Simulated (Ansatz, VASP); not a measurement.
## Zr3MoC in VASP and in Ansatz

The input INCAR:

```
SYSTEM = Zr3MoC
PREC = Accurate ; ENCUT = 600
EDIFF = 1E-7 ; ISMEAR = 0
SIGMA = 0.1 ; LREAL = .FALSE.
LASPH = .TRUE. ; NELM = 80
ALGO = Fast ; ISIF = 3
LWAVE = .FALSE. ; LCHARG = .FALSE.
GGA = PE ; IBRION = 2
NSW = 100 ; EDIFFG = -0.01
```

File KPOINTS:

```
Automatic mesh
0
G
  8 8 8
  0 0 0
```

Contents of POSCAR:

```
Zr3MoC
1.0
    4.5108380252      0.0000000000      0.0000000000
    0.0000000000      4.5108380252      0.0000000000
    0.0000000000      0.0000000000      4.5108380252
Zr Mo C
3 1 1
Direct
    0.5000000000      0.0000000000      0.5000000000
    0.0000000000      0.5000000000      0.5000000000
    0.5000000000      0.5000000000      0.0000000000
    0.0000000000      0.0000000000      0.0000000000
    0.5000000000      0.5000000000      0.5000000000
```

Input for Ansatz:

```yaml
crystal:
  lattice:
    - [4.5108380252, 0.0, 0.0]
    - [0.0, 4.5108380252, 0.0]
    - [0.0, 0.0, 4.5108380252]
  atoms:
    - { symbol: Zr, position: [0.5, 0.0, 0.5] }
    - { symbol: Zr, position: [0.0, 0.5, 0.5] }
    - { symbol: Zr, position: [0.5, 0.5, 0.0] }
    - { symbol: Mo, position: [0.0, 0.0, 0.0] }
    - { symbol: C, position: [0.5, 0.5, 0.5] }
basis:
  ecutwfc: 420
kpoints:
  mp_grid: { grid: [8, 8, 8] }
hamiltonian:
  xc: pbe
scf:
  occupations: { method: gaussian, width: 0.1 }
output:
  forces: true
  stress: true
  eigenvalues: true
relax:
  adjacent_minimum: "off"
  f_tol: 0.01
  max_steps: 80
  cell: { stress_tol: 0.05 }
```

Change from the starting cell: species swapped into the Y3PbC type (Pm-3m, No. 221).

Alike in both runs: task relaxation of cell and atoms; functional PBE; k mesh 8 × 8 × 8; occupations gaussian, width 0.1 eV; no spin polarisation.

```csv
,VASP,Ansatz
version,VASP 6.6.1,Ansatz 0.2.0
potentials or method,"VASP PAW PBE potentials, release 64 (Zr_sv, Mo_sv, C)","scalar-relativistic, plane waves, PAW"
plane-wave cutoff (eV),600,420
valence electrons in the cell,54,54
```

Ansatz gave:

* gap on the k mesh at the Fermi level, each at its own relaxed structure (eV): none
* relaxed volume (Å³/atom): 18.41
* relaxed cell length with the largest relative difference (Å): 4.515

Task: What did VASP give for the same quantities?

Result: gap on the k mesh at the Fermi level, each at its own relaxed structure (eV): none; relaxed volume (Å³/atom): 18.42; relaxed cell length with the largest relative difference (Å): 4.516.

A gap of «none» marks a metal or a gap that the smearing closes.
